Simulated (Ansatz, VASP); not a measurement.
# Al6Si in two plane-wave programs

Wanted: the spread between two codes on one cell, functional and k mesh. The cell is generated by rule, not measured, and may not be a known phase. The cell is taken from a series of runs on this material, whose earlier steps may have relaxed, scaled, displaced or heated it; both programs get it as it stands.

Main program and level: Ansatz 0.2.0; plane waves, with VASP 6.6.1 beside it; single point at PBEsol.

The structure was built from a prototype and need not be the compound's stable phase.

**1. Starting point**

It takes space group R3m (No. 160, trigonal). The conventional cell has a = 8.696 Å, b = 8.696 Å, c = 10.650 Å, α = 90.00°, β = 90.00°, γ = 120.00°. Si has 3 Al at 3.86 Å nearest. Nearest to Al lie 5 Al at 2.43 to 2.63 Å. Al has 5 Al at 2.43 to 2.63 Å nearest. Farther neighbours are not listed.

As a file:

```xyz
7
Lattice="6.1489 0.0000 0.0000 0.0000 6.1489 0.0000 0.0000 0.0000 6.1489" Properties=species:S:1:pos:R:3 pbc="T T T"
Si    5.8025    0.3464    0.3464
Al    1.2744    3.0145    3.0145
Al    3.1344    1.1536    3.0145
Al    4.9953    3.0145    3.0145
Al    3.1344    4.8745    3.0145
Al    3.1344    3.0145    1.1536
Al    3.1344    3.0145    4.8745
```

**2. VASP: single point, PBEsol, pair 1**

A single point gives forces, pressure and levels at one fixed geometry, so differences don't come from the geometry; what else differs is listed under the comparison.

Lines of VASP's logs that name or quote its potential files are left out, and so is its time.

INCAR

```
SYSTEM = Al6Si
PREC = Accurate
ENCUT = 500
EDIFF = 1E-06
NELM = 120
ISMEAR = 1
SIGMA = 0.15
LREAL = .FALSE.
ALGO = Normal
GGA = PS
NBANDS = 18
LORBIT = 11
LWAVE = .FALSE.
LCHARG = .FALSE.
ISIF = 2
LASPH = .TRUE.
GGA_COMPAT = .FALSE.
KPAR = 2
```

POSCAR

```
Al6Si
1.0
    6.1489135354      0.0000000000      0.0000000000
    0.0000000000      6.1489135354      0.0000000000
    0.0000000000      0.0000000000      6.1489135354
Si Al
1 6
Direct
    0.9436631920      0.0563368080      0.0563368080
    0.2072602483      0.4902506648      0.4902506648
    0.5097493352      0.1876167795      0.4902506648
    0.8123832205      0.4902506648      0.4902506648
    0.5097493352      0.7927397517      0.4902506648
    0.5097493352      0.4902506648      0.1876167795
    0.5097493352      0.4902506648      0.7927397517
```

KPOINTS

```
Automatic mesh
0
Gamma
6 6 6
0 0 0
```

Potentials, in the order of the species: Si and Al (PBE family, release 64).

Command:

```sh
$ mpirun -np 2 vasp_std
```

Numbers of over 12 decimals in the logs are rounded to 6 here.

The log of the run:

```text
[banner, memory and clock lines left out]
running    2 mpi-ranks, on    1 nodes
 distrk:  each k-point on    1 cores,    2 groups
 distr:  one band on    1 cores,    1 groups

 POSCAR found type information on POSCAR SiAl
 POSCAR found :  2 types and       7 ions
|                                                                             |
|               ----> ADVICE to this user running VASP <----                  |
|                                                                             |
|     You enforced a specific xc type in the INCAR file but a different       |
|     [... a line on the potential file left out ...]
|     I HOPE YOU KNOW WHAT YOU ARE DOING!                                     |
|                                                                             |

 LDA part: xc-table for (Slater+PW92), standard interpolation
 POSCAR, INCAR and KPOINTS ok, starting setup
 FFT: planning ... GRIDC
 FFT: planning ... GRID_SOFT
 FFT: planning ... GRID
 WAVECAR not read
 entering main loop
       N       E                     dE             d eps       ncg     rms          rms(c)
DAV:   1     0.319221491778E+02    0.31922E+02   -0.67076E+03  1152   0.866E+02
DAV:   2    -0.232688288069E+02   -0.55191E+02   -0.53576E+02  1484   0.113E+02
DAV:   3    -0.256327999449E+02   -0.23640E+01   -0.23463E+01  1530   0.236E+01
DAV:   4    -0.256855696317E+02   -0.52770E-01   -0.52740E-01  1750   0.416E+00
DAV:   5    -0.256865173031E+02   -0.94767E-03   -0.94764E-03  1600   0.489E-01    0.633E+00
DAV:   6    -0.224787845055E+02    0.32077E+01   -0.15373E+01  1228   0.102E+01    0.316E+00
DAV:   7    -0.224291766623E+02    0.49608E-01   -0.25468E+00  1228   0.459E+00    0.170E+00
DAV:   8    -0.223752188384E+02    0.53958E-01   -0.89333E-01  1372   0.211E+00    0.855E-01
DAV:   9    -0.223663832763E+02    0.88356E-02   -0.59599E-01  1302   0.148E+00    0.557E-01
DAV:  10    -0.223495373642E+02    0.16846E-01   -0.12681E-01  1284   0.749E-01    0.128E-01
DAV:  11    -0.223513187090E+02   -0.17813E-02   -0.11161E-02  1492   0.330E-01    0.156E-01
DAV:  12    -0.223503242668E+02    0.99444E-03   -0.82165E-03  1302   0.164E-01    0.345E-02
DAV:  13    -0.223503811680E+02   -0.56901E-04   -0.28257E-04  1320   0.714E-02    0.164E-02
DAV:  14    -0.223503744549E+02    0.67132E-05   -0.30458E-05  1570   0.182E-02    0.837E-03
DAV:  15    -0.223503752930E+02   -0.83812E-06   -0.40821E-06  1270   0.903E-03
   1 F= -.22350375E+02 E0= -.22353037E+02  d E =0.798556E-02
```

From OUTCAR (step 2):

```text
ion  position               nearest neighbor table
   1  0.944  0.056  0.056-
   2  0.207  0.490  0.490-   4 2.43   5 2.63   7 2.63   6 2.63   3 2.63
   3  0.510  0.188  0.490-   5 2.43   2 2.63   7 2.63   6 2.63   4 2.63
   4  0.812  0.490  0.490-   2 2.43   5 2.63   7 2.63   6 2.63   3 2.63
   5  0.510  0.793  0.490-   3 2.43   2 2.63   7 2.63   6 2.63   4 2.63
   6  0.510  0.490  0.188-   7 2.43   5 2.63   2 2.63   3 2.63   4 2.63
   7  0.510  0.490  0.793-   6 2.43   5 2.63   2 2.63   3 2.63   4 2.63

  LATTYP: Found a simple cubic cell.
 ALAT       =     6.1489135354

 Subroutine GETGRP returns: Found  6 space group operations
 (whereof  6 operations were pure point group operations)

The static configuration has the point symmetry C_3v.

 Found     32 irreducible k-points:

   k-points           NKPTS =     32   k-points in BZ     NKDIM =     32   number of bands    NBANDS=     18

   dimension x,y,z NGX =    48 NGY =   48 NGZ =   48
   dimension x,y,z NGXF=    96 NGYF=   96 NGZF=   96

   ENCUT  =  500.0 eV  36.75 Ry    6.06 a.u.  11.21 11.21 11.21*2*pi/ulx,y,z

   NELECT =      22.0000    total number of electrons

 k-points in reciprocal lattice and weights: Automatic mesh
   0.00000000  0.00000000  0.00000000       0.005
   0.16666667  0.00000000  0.00000000       0.028
   0.33333333  0.00000000  0.00000000       0.028
   0.50000000  0.00000000  0.00000000       0.014
   0.16666667  0.16666667  0.00000000       0.028
   0.00000000  0.16666667  0.16666667       0.028
   0.33333333  0.16666667  0.00000000       0.056
   0.00000000  0.33333333  0.16666667       0.056
   0.50000000  0.16666667  0.00000000       0.056
[...]
0.50000000  0.50000000  0.33333333       0.028
   0.50000000  0.50000000  0.50000000       0.005

 average (electrostatic) potential at core
       1 -89.1825       2 -77.9585       3 -77.9781       4 -77.9781       5 -77.9585
       6 -77.9781       7 -77.9585

 E-fermi :   1.6650

 k-point     1 :       0.0000    0.0000    0.0000
  band No.  band energies     occupation
    ...
      7      -2.1304      2.00000
      8      -0.9356      2.00000
      9       1.4367      2.05335
     10       1.6371      1.30911
     11       1.6371      1.30911
     12       2.1672     -0.00002
     13       2.1672     -0.00002
     14       2.3879     -0.00000
     15       3.5216     -0.00000
     16       3.5216     -0.00000
    ...

 k-point     2 :       0.1667    0.0000    0.0000
  band No.  band energies     occupation
    ...
      6      -2.1164      2.00000
      7      -1.4838      2.00000
      8      -0.6501      2.00000
      9       1.1434      2.00001
     10       1.3375      2.00847
     11       1.7609      0.12624
     12       2.0987     -0.00034
     13       2.1192     -0.00016
     14       2.5016     -0.00000
     15       3.3856     -0.00000
    ...

 k-point     3 :       0.3333    0.0000    0.0000
  band No.  band energies     occupation
    ...
      6      -2.0876      2.00000
      7      -1.4376      2.00000
      8       0.4015      2.00000
      9       0.7233      2.00000
     10       0.8847      2.00000
     11       1.9093     -0.04351
     12       2.0438     -0.00206
     13       2.1378     -0.00008
     14       2.5735     -0.00000
     15       3.2395     -0.00000
    ...

  Total       -0.1236551     -0.1236551     -0.1236551      0.6361014     -0.6361014      0.6361014
  in kB       -0.8521721     -0.8521721     -0.8521721      4.3837098     -4.3837098      4.3837098
  external PRESSURE =      -0.8521721 kB  Pullay stress =       0.0000000 kB

  energy-cutoff  :      500.00
  volume of cell :      232.49
      direct lattice vectors                 reciprocal lattice vectors
     6.148913535  0.000000000  0.000000000     0.162630356  0.000000000  0.000000000
     0.000000000  6.148913535  0.000000000     0.000000000  0.162630356  0.000000000
     0.000000000  0.000000000  6.148913535     0.000000000  0.000000000  0.162630356

 POSITION                                       TOTAL-FORCE (eV/Angst)
 -----------------------------------------------------------------------------------
      5.80250      0.34641      0.34641        -0.704761      0.704761      0.704761
      1.27443      3.01451      3.01451         0.144309     -0.127509     -0.127509
      3.13440      1.15364      3.01451         0.115669     -0.074095     -0.115669
      4.99527      3.01451      3.01451         0.074095     -0.115669     -0.115669
      3.13440      4.87449      3.01451         0.127509     -0.144309     -0.127509
      3.13440      3.01451      1.15364         0.115669     -0.115669     -0.074095
      3.13440      3.01451      4.87449         0.127509     -0.127509     -0.144309
 -----------------------------------------------------------------------------------
    total drift:                               -0.000390      0.000390      0.000390

  FREE ENERGIE OF THE ION-ELECTRON SYSTEM (eV)
  ---------------------------------------------------
  free  energy   TOTEN  =       -22.3503752930 eV

  energy  without entropy=      -22.3583608502  energy(sigma->0) =      -22.35303715

 total charge
# of ion       s       p       d       tot
------------------------------------------
    1        0.967   0.458   0.000   1.425
    2        0.454   0.374   0.000   0.828
    3        0.452   0.374   0.000   0.826
    4        0.452   0.374   0.000   0.826
    5        0.454   0.374   0.000   0.828
    6        0.452   0.374   0.000   0.826
    7        0.454   0.374   0.000   0.828
--------------------------------------------------
tot          3.687   2.701   0.000   6.388

[... 3 further parts left out ...]
```

The run ends at a pressure of -0.09 GPa, with forces up to 1.2 eV/Å.

**3. Ansatz: single point, PBEsol, pair 1**

Ansatz runs on its default PAW (the set named soft_2) files.

The same cell, functional, mesh and smearing now go to Ansatz, which takes its cutoff from its data sets.

input.yaml

```yaml
crystal:
  lattice:
    - [6.1489135354, 0.0, 0.0]
    - [0.0, 6.1489135354, 0.0]
    - [0.0, 0.0, 6.1489135354]
  atoms:
    - { symbol: Si, position: [-0.056336808, 0.056336808, 0.056336808] }
    - { symbol: Al, position: [0.2072602483, 0.4902506648, 0.4902506648] }
    - { symbol: Al, position: [0.5097493352, 0.1876167795, 0.4902506648] }
    - { symbol: Al, position: [0.8123832205, 0.4902506648, 0.4902506648] }
    - { symbol: Al, position: [0.5097493352, 0.7927397517, 0.4902506648] }
    - { symbol: Al, position: [0.5097493352, 0.4902506648, 0.1876167795] }
    - { symbol: Al, position: [0.5097493352, 0.4902506648, 0.7927397517] }
kpoints:
  mp_grid: { grid: [6, 6, 6] }
hamiltonian:
  xc: pbesol
scf:
  occupations: { method: methfessel_paxton, width: 0.15 }
output:
  forces: true
  stress: true
  eigenvalues: true
```

Command:

```sh
$ ansatz run input.yaml --threads 8 --pin off --max-ram 14336MiB --backend cpu --events-out ev --progress --plain --runs-dir out
```

The log of the run:

```text
Engine: ansatz 0.2.0, aarch64-unknown-linux-gnu
Pseudopotentials: kind: paw
Pseudopotential: Si, paw, valence charge 4, recommended cutoff 420 eV (normal), Si.paw.azcp
Pseudopotential: Al, paw, valence charge 3, recommended cutoff 420 eV (normal), Al.paw.azcp
Functional definition: PBEsol
  exchange = pbesol_x
  correlation = pbesol_c
Crystal: 7 atoms, lattice volume = 232.485 Å³
Basis set: ecut = 420 eV, 4553 PW (Γ), exchange–correlation on 90×90×90 points (8 copies of the dense FFT grid, shifted against one another)
Bands: 18, of which v1, the nominal top of the filled ones, is band 11 counted from 1 (10 counted from 0)
Symmetry: 6 space group operations
Space group: R3m (ITA 160), of the structure as read, at distance tolerance 6.1e-5 Å
k-points: 32 of 216 (time reversal used)
Non-local potential: Si, projectors of the file, l = 0: 2, l = 1: 2, l = 2: 2
Non-local potential: Al, projectors of the file, l = 0: 2, l = 1: 2, l = 2: 1
PAW form: soft (Blöchl's): semilocal exchange-correlation on the pseudo side does not see the compensation charge
PAW frozen core: Si, regenerated for the run's functional, and the local potential with it (the file was generated under x = pbe(κ = 0.804, μ = 0.219515), c = pbe(β = 0.066725))
PAW frozen core: Al, regenerated for the run's functional, and the local potential with it (the file was generated under x = pbe(κ = 0.804, μ = 0.219515), c = pbe(β = 0.066725))
PAW one-centre angular grid: Si, 110 points (default); XC on 64 Gauss nodes
PAW one-centre angular grid: Al, 110 points (default); XC on 64 Gauss nodes
Initial density: superposition of atomic densities (neutral atoms: chi_scale 0, normalization atom), corrected by the library's trained network
Initial wavefunctions: pseudopotential atomic-orbital guess
Functional: x = pbesol(κ = 0.804, μ = 0.123457), c = pbesol(β = 0.046)
SCF iter   1: F=—  HF=-3760.920680 eV  |F-HF|=—  |Δ(HF+E_count)|=         —  Δρ=7.00e-3  dr2=6.83e-1  ethr=1.77e-3  ⟨swp⟩=7.1  Hψ=3697  notcnv=0
preconditioner: auto → Kerker (q_TF=auto, 1.842 Å⁻¹)  [metal: Δε(μ)=0.038 eV  Ē_g=5.190 eV  σ=0.150 eV  W_gap=0.21  n_scr=26 (ndim 8)  ℏωp=11.4 eV  f_vac=0.000  D(μ)=2.41/eV (n_scr^D=6)]
SCF iter   2: F=—  HF=-3760.858930 eV  |F-HF|=—  |Δ(HF+E_count)|=   6.18e-2  S|Δr|=    0.00e0  Δρ=3.81e-3  dr2=1.89e-1  ethr=1.77e-3  ⟨swp⟩=1.0  Hψ=832  notcnv=0  defer=1
SCF iter   3: F=—  HF=-3760.837190 eV  |F-HF|=—  |Δ(HF+E_count)|=   2.17e-2  S|Δr|=    0.00e0  Δρ=8.64e-4  dr2=6.29e-3  ethr=8.61e-4  ⟨swp⟩=1.0  Hψ=559  notcnv=0  defer=1
SCF iter   4: F=—  HF=-3760.837723 eV  |F-HF|=—  |Δ(HF+E_count)|=   5.33e-4  S|Δr|=    0.00e0  Δρ=6.81e-4  dr2=6.63e-3  ethr=2.86e-5  ⟨swp⟩=2.9  Hψ=1126  notcnv=0  defer=1
SCF iter   5: F=—  HF=-3760.837134 eV  |F-HF|=—  |Δ(HF+E_count)|=   5.90e-4  S|Δr|=    0.00e0  Δρ=9.06e-5  dr2=7.42e-5  ethr=2.86e-5  ⟨swp⟩=1.0  Hψ=554  notcnv=0  defer=1
SCF iter   6: F=—  HF=-3760.837125 eV  |F-HF|=—  |Δ(HF+E_count)|=   8.18e-6  S|Δr|=    0.00e0  Δρ=2.65e-5  dr2=6.85e-6  ethr=3.37e-7  ⟨swp⟩=2.5  Hψ=886  notcnv=0  defer=1
SCF iter   7: F=—  HF=-3760.837129 eV  |F-HF|=—  |Δ(HF+E_count)|=   3.34e-6  S|Δr|=    0.00e0  Δρ=2.08e-5  dr2=5.41e-6  ethr=3.11e-8  ⟨swp⟩=2.0  Hψ=883  notcnv=0  defer=1
SCF iter   8: F=-3760.837129 eV  HF=-3760.837128 eV  |F-HF|=2.18e-8  |Δ(HF+E_count)|=   2.35e-7  S|Δr|=    0.00e0  Δρ=2.44e-6  dr2=4.31e-8  ethr=4.55e-10  ⟨swp⟩=7.8  Hψ=3141  notcnv=0
SCF 1 converged in 8 iterations: F = -3760.837129 eV  dr2 = 4.31e-8
  greatest PAW one-centre occupation: 0.760 electrons in one spin orbital (limit 2), on the Si atom at site 0 (counted from 0), in its partial waves of l = 0
SCF converged after 8 iterations
Stability not checked: this state was not tested for a lower state beside it, because cold or Methfessel-Paxton smearing, or corrected tetrahedra, fill the levels in a way that the test cannot read (fill_not_monotonic; see scf.lower_state_search)
Free energy (F): -3760.837129 eV
Harris-Foulkes:  -3760.837128 eV  (|F-HF|=2.18e-8)
Internal energy: -3760.845059 eV  (E = F + TS)
E sigma→0 (E₀):  -3760.839111 eV
Entropy (-TS):   0.007931 eV (1.133 meV/atom)
Fermi energy:    1.669563 eV
Step filling:    the computed levels leave a gap of 0.0006 eV = 0.0 smearing widths at the electron count; against every level under it full and every level over it empty, smearing changes F+E_penalty+E_count by +0.238 meV and its σ→0 estimate by -1.745 meV
--- Per-component energies (eV) ---
  E_band       = -38.924561
  E_kinetic    = 158.100879
  E_local      = -213.011354  (includes V_loc(G=0)·N_el)
  E_nonlocal   = 92.587984
  E_hartree    = 75.723405
  E_xc         = -277.820727
  E_vxc        = -204.025189  (∫ρ·V_xc dr)
  E_paw        = -3227.108237  (= ΣΔE_a)
  E_vpaw       = -24.021599  (= ΣTr[D̂ρ^β])
  E_aug_tail   = -0.000007  (compensation charges beyond the density's cutoff)
  E_ewald      = -369.463397
  E_core_change = 0.146395  (= ΣΔE_core)
  E_smearing   = 0.007931  (= −TS)
  E_closure    = 0.000000  (closes the sum)
  Σ components = -3760.837129   (vs F -3760.837129, Δ=0.00e0)
--- Forces (eV/Å), atoms counted from 1 ---
  atom   1  Si    -0.70424408     0.70424408     0.70424408
  atom   2  Al     0.14228338    -0.12714640    -0.12714640
  atom   3  Al     0.11568356    -0.07632215    -0.11568356
  atom   4  Al     0.07632215    -0.11568356    -0.11568356
  atom   5  Al     0.12714640    -0.14228338    -0.12714640
  atom   6  Al     0.11568356    -0.11568356    -0.07632215
  atom   7  Al     0.12714640    -0.12714640    -0.14228338
  max |Σ_I F_I| component: 2.14e-5 eV/Å
--- Stress (GPa, compression-positive) ---
       -0.129622       0.437540       0.437540
        0.437540      -0.129622      -0.437540
        0.437540      -0.437540      -0.129622
  P = ⅓ Tr σ = -0.1296 GPa (-1.296 kbar)
--- Band table (eV; the first three rows and the last of 32) ---
  k-point 0: bands = [... 7 lower, -0.9279, 1.4416, 1.6415, 1.6415, 2.1717, 2.1717, 2.3919, 3.5286, ... 3 higher]
  k-point 1: bands = [... 7 lower, -0.6432, 1.1491, 1.3429, 1.7651, 2.1033, 2.1240, 2.5054, 3.3926, ... 3 higher]
  k-point 2: bands = [... 7 lower, 0.4071, 0.7301, 0.8913, 1.9134, 2.0491, 2.1422, 2.5772, 3.2461, ... 3 higher]
  k-point 31: bands = [... 7 lower, -0.1917, 1.5230, 1.5328, 1.5328, 2.6698, 2.6698, 2.7659, 3.8902, ... 3 higher]
```

The run ends at a pressure of -0.13 GPa, with forces up to 1.2 eV/Å.

**4. Differences**

Known differences besides the potentials themselves: the cutoff is 420 eV in Ansatz and 500 eV in VASP; Ansatz makes its cores anew for this functional, VASP keeps those of its PBE data sets. Total energies have different zeros and are not compared.

Compared:

| quantity | Ansatz | VASP | difference |
| --- | --- | --- | --- |
| pressure (GPa) | -0.13 | -0.09 | -0.04 |

Forces (eV/Å; atoms numbered as in POSCAR):

| atom | Ansatz x, y, z | VASP x, y, z |
| --- | --- | --- |
| Si1 | -0.704, 0.704, 0.704 | -0.705, 0.705, 0.705 |
| Al2 | 0.142, -0.127, -0.127 | 0.144, -0.128, -0.128 |
| Al3 | 0.116, -0.076, -0.116 | 0.116, -0.074, -0.116 |
| Al4 | 0.076, -0.116, -0.116 | 0.074, -0.116, -0.116 |
| Al5 | 0.127, -0.142, -0.127 | 0.128, -0.144, -0.128 |
| Al6 | 0.116, -0.116, -0.076 | 0.116, -0.116, -0.074 |
| Al7 | 0.127, -0.127, -0.142 | 0.128, -0.128, -0.144 |

The forces differ by 1.2 meV/Å r.m.s., which is 0.4 % of the r.m.s. force of 0.288 eV/Å (both taken over all components).

**5. Ansatz: single point, PBEsol, pair 2**

With cell and atoms fixed, the geometry can't cause a difference; cores, projectors, grids and the points listed under the comparison can.

The cell is taken from a series of runs on this material, whose earlier steps may have relaxed, scaled, displaced or heated it; both programs get it as it stands.

input.yaml, the sections that differ from step 3:

```yaml
crystal:
  lattice:
    - [6.1489135354, 0.0, 0.0]
    - [0.0, 6.1489135354, 0.0]
    - [0.0, 0.0, 6.1489135354]
  atoms:
    - { symbol: Si, position: [0.0, 0.0227682499, 0.0] }
    - { symbol: Al, position: [0.1974385139, 0.4960598531, 0.5] }
    - { symbol: Al, position: [0.5, 0.1934691072, 0.5] }
    - { symbol: Al, position: [0.8025614861, 0.4960598531, 0.5] }
    - { symbol: Al, position: [0.5, 0.7985920794, 0.5] }
    - { symbol: Al, position: [0.5, 0.4960598531, 0.1974385139] }
    - { symbol: Al, position: [0.5, 0.4960598531, 0.8025614861] }
# kpoints, hamiltonian, scf, output: as in step 3
```

The log of the run:

```text
[...]
Crystal: 7 atoms, lattice volume = 232.485 Å³
Basis set: ecut = 420 eV, 4553 PW (Γ), exchange–correlation on 90×90×90 points (8 copies of the dense FFT grid, shifted against one another)
Bands: 18, of which v1, the nominal top of the filled ones, is band 11 counted from 1 (10 counted from 0)
Symmetry: 8 space group operations
[...]
k-points: 40 of 216 (time reversal used)
[...]
k-point 0: bands = [... 7 lower, -0.9477, 1.6608, 1.6608, 1.6805, 2.0738, 2.0957, 2.0957, 3.5781, ... 3 higher]
  k-point 1: bands = [... 7 lower, -0.6481, 1.2916, 1.3003, 1.7623, 2.0788, 2.2009, 2.2303, 3.3467, ... 3 higher]
  k-point 2: bands = [... 7 lower, 0.4172, 0.8117, 0.8262, 1.9056, 2.1342, 2.3150, 2.3582, 3.0204, ... 3 higher]
  k-point 39: bands = [... 7 lower, -0.2585, 1.5310, 1.5310, 1.5327, 2.6057, 2.6062, 2.6062, 3.8842, ... 3 higher]
[key lines of the parts left out:]
SCF converged after 9 iterations
Free energy (F): -3760.416114 eV
Fermi energy:    1.626242 eV
P = ⅓ Tr σ = -0.0073 GPa (-0.073 kbar)
```

The run ends at a pressure of -0.01 GPa, with forces up to 0.29 eV/Å.

(Continued in part 2 of 2.)

[Lines on the potential files, build, host, timing and source positions are cut from VASP's logs without a mark.]

[Logs are printed without paths, hosts, clocks, repeated set-up lines and the standing remarks that a program may print on its own settings, such as how far it seeks lower states.]

[Hosts, paths, dates, database ids (printed as entryN), source tags and the programs' standing remarks are cut or masked in the printed files.]
